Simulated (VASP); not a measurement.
Consider the following.

```
FeB
1.0
    2.46437     0.00000     0.00000
    0.00000     2.46437     0.00000
    0.00000     0.00000     2.46437
Fe B
1 1
Direct
  0.00000   0.00000   0.00000
  0.50000   0.50000   0.50000
```

Method: PBEsol GGA, VASP's PBE PAW potentials (set 64) (plane waves; VASP 6.6.1). Numerical set-up: 520 eV cut-off, 16×16×16 Γ-centred mesh, tetrahedra with Blöchl corrections, potentials Fe B.

### Question
Predict the energy per atom (σ→0), band gap (on the k-mesh) with the smallest direct gap where there is one.

### Answer

- band gap (on the k-mesh): none (metal, semimetal or under 0.01 eV)
- energy per atom (σ→0): -8201 meV/atom

The absolute energy has meaning only against runs of the same code, potentials and settings.

The structure was generated: FeB was put into the CsCl type type (Pm-3m), which need not be its known phase. It was relaxed first, which changed the volume by -32 %. The run is not spin-polarised, so no magnetic state was tried. The electron count is odd and the run is not spin-polarised, which forces a metal.
